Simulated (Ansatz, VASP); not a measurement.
## K in two plane-wave programs

One calculation is typed for both programs; each brings its own data sets and cutoff. How far apart do they land? The cell is the relaxed one of a volume series.

Calculated with Ansatz 0.2.0; plane waves, with VASP 6.6.1 beside it; single point at PBEsol.

**1. The structure**

It takes space group Im-3m (No. 229, cubic). The conventional cell has a = 5.210 Å, b = 5.210 Å, c = 5.210 Å, α = 90.00°, β = 90.00°, γ = 90.00°. Nearest to K lie 8 K at 4.51 Å.

**2. VASP: single point, PBEsol**

With cell and atoms fixed, the geometry can't cause a difference; cores, projectors, grids and the points listed under the comparison can.

Lines of VASP's logs that name or quote its potential files are left out, and so is its time.

The input asks for a relaxation, which ended at its first step since no free force or stress exceeded the threshold; so it serves as a single point.

File INCAR:

```
SYSTEM = K
PREC = Accurate
ENCUT = 400
EDIFF = 1E-08
NELM = 100
ISMEAR = 1
SIGMA = 0.15
LREAL = .FALSE.
ALGO = Normal
GGA = PS
NBANDS = 10
LORBIT = 11
LWAVE = .FALSE.
LCHARG = .FALSE.
KPAR = 12
IBRION = 2
NSW = 30
ISIF = 4
EDIFFG = -0.002
```

File POSCAR:

```
K
1.0
   -2.6049318953      2.6049318953      2.6049318953
    2.6049318953     -2.6049318953      2.6049318953
    2.6049318953      2.6049318953     -2.6049318953
K
1
Direct
    0.0000000000      0.0000000000      0.0000000000
```

File KPOINTS:

```
Automatic mesh
0
Gamma
9 9 9
0 0 0
```

The projector-augmented-wave data sets are K_sv (PBE family, release 64).

Started as:

```sh
mpirun -np 12 vasp_std
```

Numbers of over 12 decimals in the logs are rounded to 6 here.

What it wrote:

```text
[banner, memory and clock lines left out]
running   12 mpi-ranks, on    1 nodes
 distrk:  each k-point on    1 cores,   12 groups
 distr:  one band on    1 cores,    1 groups

 POSCAR found type information on POSCAR K
 POSCAR found :  1 types and       1 ions
|                                                                             |
|           W    W    AA    RRRRR   N    N  II  N    N   GGGG   !!!           |
|           W    W   A  A   R    R  NN   N  II  NN   N  G    G  !!!           |
|           W    W  A    A  R    R  N N  N  II  N N  N  G       !!!           |
|           W WW W  AAAAAA  RRRRR   N  N N  II  N  N N  G  GGG   !            |
|           WW  WW  A    A  R   R   N   NN  II  N   NN  G    G                |
|           W    W  A    A  R    R  N    N  II  N    N   GGGG   !!!           |
|                                                                             |
|     For optimal performance we recommend to set                             |
|       NCORE = 2 up to number-of-cores-per-socket                            |
|     NCORE specifies how many cores store one orbital (NPAR=cpu/NCORE).      |
|     This setting can greatly improve the performance of VASP for DFT.       |
|     The default, NCORE=1 might be grossly inefficient on modern             |
|     multi-core architectures or massively parallel machines. Do your        |
|     Unfortunately you need to use the default for GW and RPA                |
|     calculations (for HF NCORE is supported but not extensively tested      |
|     yet).                                                                   |
|                                                                             |

|                                                                             |
|               ----> ADVICE to this user running VASP <----                  |
|                                                                             |
|     You enforced a specific xc type in the INCAR file but a different       |
|     [... a line on the potential file left out ...]
|     I HOPE YOU KNOW WHAT YOU ARE DOING!                                     |
|                                                                             |

 LDA part: xc-table for (Slater+PW92), standard interpolation
 POSCAR, INCAR and KPOINTS ok, starting setup
 FFT: planning ... GRIDC
 FFT: planning ... GRID_SOFT
 FFT: planning ... GRID
 WAVECAR not read
 entering main loop
       N       E                     dE             d eps       ncg     rms          rms(c)
DAV:   1     0.357619076554E+02    0.35762E+02   -0.32338E+03   700   0.565E+02
DAV:   2     0.821916573693E-02   -0.35754E+02   -0.35347E+02   774   0.171E+02
DAV:   3    -0.110839012255E+01   -0.11166E+01   -0.11153E+01  1088   0.232E+01
DAV:   4    -0.113773441459E+01   -0.29344E-01   -0.29337E-01   912   0.344E+00
DAV:   5    -0.113907800610E+01   -0.13436E-02   -0.13435E-02  1062   0.451E-01    0.205E+00
DAV:   6    -0.113702466122E+01    0.20533E-02   -0.36303E-03  1010   0.413E-01    0.133E+00
DAV:   7    -0.113654312407E+01    0.48154E-03   -0.63279E-03  1016   0.498E-01    0.926E-02
DAV:   8    -0.113654385949E+01   -0.73542E-06   -0.48634E-04   920   0.237E-01    0.251E-02
DAV:   9    -0.113655882607E+01   -0.14967E-04   -0.23443E-05   916   0.380E-02    0.117E-02
DAV:  10    -0.113655805960E+01    0.76647E-06   -0.35497E-06  1026   0.148E-02    0.270E-03
DAV:  11    -0.113655781561E+01    0.24400E-06   -0.10582E-07   848   0.296E-03    0.154E-04
DAV:  12    -0.113655780130E+01    0.14304E-07   -0.27973E-09   716   0.299E-04    0.633E-05
DAV:  13    -0.113655781957E+01   -0.18266E-07   -0.56131E-10   468   0.149E-04    0.505E-05
DAV:  14    -0.113655781368E+01    0.58888E-08   -0.20398E-10   424   0.840E-05
   1 F= -.11365578E+01 E0= -.11365615E+01  d E =-.113656E+01
 curvature:   0.00 expect dE= 0.000E+00 dE for cont linesearch  0.000E+00
 trial: gam= 0.00000 g(F)=  0.202E-61 g(S)=  0.315E-34 ort = 0.000E+00 (trialstep = 0.100E+01)
 search vector abs. value=  0.100E-09
 reached required accuracy - stopping structural energy minimisation
```

OUTCAR, selected parts (step 2):

```text
ion  position               nearest neighbor table
   1  0.000  0.000  0.000-

  LATTYP: Found a body centered cubic cell.
 ALAT       =     5.2098637906

 Subroutine GETGRP returns: Found 48 space group operations
 (whereof 48 operations were pure point group operations)

The static configuration has the point symmetry O_h .

 Found     35 irreducible k-points:

   k-points           NKPTS =     35   k-points in BZ     NKDIM =     35   number of bands    NBANDS=     10

   dimension x,y,z NGX =    30 NGY =   30 NGZ =   30
   dimension x,y,z NGXF=    60 NGYF=   60 NGZF=   60

   ENCUT  =  400.0 eV  29.40 Ry    5.42 a.u.   7.36  7.36  7.36*2*pi/ulx,y,z

   NELECT =       9.0000    total number of electrons

 k-points in reciprocal lattice and weights: Automatic mesh
   0.00000000  0.00000000  0.00000000       0.001
   0.11111111  0.00000000  0.00000000       0.016
   0.22222222  0.00000000  0.00000000       0.016
   0.33333333  0.00000000  0.00000000       0.016
   0.44444444  0.00000000  0.00000000       0.016
   0.11111111  0.11111111  0.00000000       0.033
   0.22222222  0.11111111 -0.00000000       0.066
   0.33333333  0.11111111 -0.00000000       0.066
   0.44444444  0.11111111 -0.00000000       0.033
[...]
-0.44444444 -0.44444444  0.33333333       0.011
  -0.44444444  0.44444444  0.44444444       0.008

 average (electrostatic) potential at core
       1 -39.2649

 E-fermi :  -0.0717

 k-point     1 :       0.0000    0.0000    0.0000
  band No.  band energies     occupation
      1     -32.0508      2.00000
      2     -15.5571      2.00000
      3     -15.5571      2.00000
      4     -15.5571      2.00000
      5      -2.2969      2.00000
      6       4.2525      0.00000
      7       4.2525      0.00000
      8       4.2525      0.00000
      9       5.1979      0.00000
     10       5.1979      0.00000

 k-point     2 :       0.1111    0.0000    0.0000
  band No.  band energies     occupation
      1     -32.0502      2.00000
      2     -15.5665      2.00000
      3     -15.5602      2.00000
      4     -15.5571      2.00000
      5      -2.1386      2.00000
      6       3.9956      0.00000
      7       4.0561      0.00000
      8       4.3810      0.00000
      9       4.9769      0.00000
     10       5.1609      0.00000

 k-point     3 :       0.2222    0.0000    0.0000
  band No.  band energies     occupation
      1     -32.0487      2.00000
      2     -15.5901      2.00000
      3     -15.5680      2.00000
      4     -15.5570      2.00000
      5      -1.6772      2.00000
      6       3.1357      0.00000
      7       3.6607      0.00000
      8       4.7598      0.00000
      9       4.9856      0.00000
     10       5.1397      0.00000

  Total       -0.0017049     -0.0017049     -0.0017049     -0.0000000     -0.0000000      0.0000000
  in kB       -0.0386331     -0.0386331     -0.0386331     -0.0000000     -0.0000000      0.0000000
  external PRESSURE =      -0.0386331 kB  Pullay stress =       0.0000000 kB

  energy-cutoff  :      400.00
  volume of cell :       70.70
      direct lattice vectors                 reciprocal lattice vectors
    -2.604931895  2.604931895  2.604931895     0.000000000  0.191943598  0.191943598
     2.604931895 -2.604931895  2.604931895     0.191943598  0.000000000  0.191943598
     2.604931895  2.604931895 -2.604931895     0.191943598  0.191943598  0.000000000

 POSITION                                       TOTAL-FORCE (eV/Angst)
 -----------------------------------------------------------------------------------
      0.00000      0.00000      0.00000        -0.000000     -0.000000     -0.000000
 -----------------------------------------------------------------------------------
    total drift:                               -0.000000     -0.000000      0.000000

  FREE ENERGIE OF THE ION-ELECTRON SYSTEM (eV)
  ---------------------------------------------------
  free  energy   TOTEN  =        -1.1365578137 eV

  energy  without entropy=       -1.1365688404  energy(sigma->0) =       -1.13656149

 reached required accuracy - stopping structural energy minimisation

 total charge
# of ion       s       p       d       tot
------------------------------------------
    1        1.980   5.544   0.005   7.529

[... 3 further parts left out ...]
```

CONTCAR:

```
K
   1.00000000000000
    -2.6049318953000000    2.6049318953000000    2.6049318953000000
     2.6049318953000000   -2.6049318953000000    2.6049318953000000
     2.6049318953000000    2.6049318953000000   -2.6049318953000000
  K
     1
Direct
     0.0000000000000000    0.0000000000000000    0.0000000000000000
```

The run keeps the 48 symmetry operations of its start, so it cannot find a distortion of lower symmetry.

**3. Ansatz: single point, PBEsol**

Ansatz runs on its default PAW (the set named soft_2) files.

The same cell, functional, mesh and smearing now go to Ansatz, which takes its cutoff from its data sets.

File input.yaml:

```yaml
crystal:
  lattice:
    - [-2.6049319, 2.6049319, 2.6049319]
    - [2.6049319, -2.6049319, 2.6049319]
    - [2.6049319, 2.6049319, -2.6049319]
  atoms:
    - { symbol: K, position: [0.0, 0.0, 0.0] }
hamiltonian:
  xc: pbesol
  pseudopotentials: { kind: paw }
kpoints:
  mp_grid: { grid: [9, 9, 9] }
scf:
  occupations: { method: methfessel_paxton, width: 0.15 }
  n_extra_bands: 4
output:
  forces: true
  stress: true
  eigenvalues: true
```

Started as:

```sh
ansatz run input.yaml --threads 2 --pin off --max-ram 4608MiB --backend cpu --events-out ev --progress --plain --runs-dir out
```

What it wrote:

```text
scf.n_extra_bands = 4 over 5 filled bands (N_el = 9.0): the run solves 9 bands
Engine: ansatz 0.2.0, aarch64-unknown-linux-gnu
Pseudopotentials: kind: paw
Pseudopotential: K, paw, valence charge 9, recommended cutoff 420 eV (normal), K.paw.azcp
Functional definition: PBEsol
  exchange = pbesol_x
  correlation = pbesol_c
Crystal: 1 atoms, lattice volume = 70.705 Å³
Basis set: ecut = 420 eV, 1409 PW (Γ), exchange–correlation on 64×64×64 points (8 copies of the dense FFT grid, shifted against one another)
Bands: 9, of which v1, the nominal top of the filled ones, is band 5 counted from 1 (4 counted from 0)
Symmetry: 48 space group operations
Space group: Im-3m (ITA 229), of the structure as read, at distance tolerance 4.1e-5 Å
k-points: 35 of 729
Non-local potential: K, projectors of the file, l = 0: 3, l = 1: 2, l = 2: 2
PAW form: soft (Blöchl's): semilocal exchange-correlation on the pseudo side does not see the compensation charge
PAW frozen core: K, regenerated for the run's functional, and the local potential with it (the file was generated under x = pbe(κ = 0.804, μ = 0.219515), c = pbe(β = 0.066725))
PAW one-centre angular grid: K, 110 points (default); XC on 64 Gauss nodes
Initial density: superposition of atomic densities (neutral atoms: chi_scale 0, normalization atom), corrected by the library's trained network
Initial wavefunctions: pseudopotential atomic-orbital guess
Functional: x = pbesol(κ = 0.804, μ = 0.123457), c = pbesol(β = 0.046)
SCF iter   1: F=—  HF=-1516.031761 eV  |F-HF|=—  |Δ(HF+E_count)|=         —  Δρ=1.25e-3  dr2=6.10e-4  ethr=1.77e-3  ⟨swp⟩=5.0  Hψ=2226  notcnv=0
preconditioner: auto → none  [insulator: Δε(μ)=0.109 eV  Ē_g=4.130 eV  σ=0.150 eV  W_gap=0.56  n_scr=12 (ndim 8)  ℏωp=4.4 eV  f_vac=0.000  D(μ)=0.64/eV (n_scr^D=0)  ε∞_Penn≈2.1]
SCF iter   2: F=—  HF=-1516.031328 eV  |F-HF|=—  |Δ(HF+E_count)|=   4.33e-4  S|Δr|=    0.00e0  Δρ=4.60e-4  dr2=3.20e-5  ethr=6.78e-6  ⟨swp⟩=2.1  Hψ=738  notcnv=0
SCF iter   3: F=—  HF=-1516.031348 eV  |F-HF|=—  |Δ(HF+E_count)|=   2.02e-5  S|Δr|=    0.00e0  Δρ=2.07e-4  dr2=6.54e-6  ethr=3.56e-7  ⟨swp⟩=1.7  Hψ=343  notcnv=0
SCF iter   4: F=-1516.031354 eV  HF=-1516.031354 eV  |F-HF|=8.48e-11  |Δ(HF+E_count)|=   6.34e-6  S|Δr|=    0.00e0  Δρ=7.07e-6  dr2=2.10e-8  ethr=1.11e-9  ⟨swp⟩=4.5  Hψ=1862  notcnv=0
SCF 1 converged in 4 iterations: F = -1516.031354 eV  dr2 = 2.10e-8
  greatest PAW one-centre occupation: 0.987 electrons in one spin orbital (limit 2), on the K atom at site 0 (counted from 0), in its partial waves of l = 0
SCF converged after 4 iterations
Stability not checked: this state was not tested for a lower state beside it, because cold or Methfessel-Paxton smearing, or corrected tetrahedra, fill the levels in a way that the test cannot read (fill_not_monotonic; see scf.lower_state_search)
Free energy (F): -1516.031354 eV
Harris-Foulkes:  -1516.031354 eV  (|F-HF|=8.48e-11)
Internal energy: -1516.031370 eV  (E = F + TS)
E sigma→0 (E₀):  -1516.031358 eV
Entropy (-TS):   0.000016 eV (0.016 meV/atom)
Fermi energy:    1.883037 eV
--- Per-component energies (eV) ---
  E_band       = -140.973774
  E_kinetic    = 251.961845
  E_local      = -745.847503  (includes V_loc(G=0)·N_el)
  E_nonlocal   = 13.829500
  E_hartree    = 265.100691
  E_xc         = -131.996838
  E_vxc        = -161.701943  (∫ρ·V_xc dr)
  E_paw        = -761.815704  (= ΣΔE_a)
  E_vpaw       = -29.420354  (= ΣTr[D̂ρ^β])
  E_aug_tail   = -0.000003  (compensation charges beyond the density's cutoff)
  E_ewald      = -407.371244
  E_core_change = 0.107885  (= ΣΔE_core)
  E_smearing   = 0.000016  (= −TS)
  E_closure    = -0.000000  (closes the sum)
  Σ components = -1516.031354   (vs F -1516.031354, Δ=0.00e0)
--- Forces (eV/Å), atoms counted from 1 ---
  atom   1  K     -0.00000000     0.00000000     0.00000000
  max |Σ_I F_I| component: 1.75e-32 eV/Å
--- Stress (GPa, compression-positive) ---
        0.002986       0.000000      -0.000000
       -0.000000       0.002986       0.000000
        0.000000      -0.000000       0.002986
  P = ⅓ Tr σ = 0.0030 GPa (0.030 kbar)
--- Band table (eV; the first three rows and the last of 35) ---
  k-point 0: bands = ["-30.0949", "-13.6045", "-13.6045", "-13.6045", "-0.3409", "6.1983", "6.1983", "6.1983", "7.1299"]
  k-point 1: bands = ["-30.0943", "-13.6139", "-13.6076", "-13.6045", "-0.1827", "5.9444", "6.0042", "6.3252", "6.9135"]
  k-point 2: bands = ["-30.0928", "-13.6375", "-13.6154", "-13.6045", "0.2784", "5.0891", "5.6122", "6.6990", "6.9213"]
  k-point 34: bands = ["-30.0861", "-13.6609", "-13.6594", "-13.6594", "3.3481", "3.5915", "5.4143", "5.4209", "5.4209"]
```

Wall time 0.63 s (2 threads of Arm Neoverse V2, shared host); peak memory 0.29 GiB.

The column dr2 measures how far the density is from self-consistency, as an energy; F and HF (Harris–Foulkes) agree once it is small.

The run ends at a pressure of 0.00 GPa.

**4. Side by side**

Known differences besides the potentials themselves: the cutoff is 420 eV in Ansatz and 400 eV in VASP; Ansatz makes its cores anew for this functional, VASP keeps those of its PBE data sets; VASP leaves aspherical gradient terms in its spheres out (LASPH is not set), Ansatz keeps them. Total energies have different zeros and are not compared.

Both answers:

| quantity | Ansatz | VASP | difference |
| --- | --- | --- | --- |
| pressure (GPa) | 0.00 | 0.00 | +0.01 |

**5. Results**

| Quantity | Value |
| --- | --- |
| difference in pressure (single point, PBEsol) | 0.0069 GPa |

What this shows: The difference in pressure is 0.0069 GPa (single point, PBEsol), within the 1 GPa picked in this series as the mark of a large difference. How closely two codes agree says nothing of how well the functional describes the real material.

[Lines on the potential files, build, host, timing and source positions are cut from VASP's logs without a mark.]

[Logs are printed without paths, hosts, clocks, repeated set-up lines and the standing remarks that a program may print on its own settings, such as how far it seeks lower states.]

[Hosts, paths, dates, database ids (printed as entryN), source tags and the programs' standing remarks are cut or masked in the printed files.]
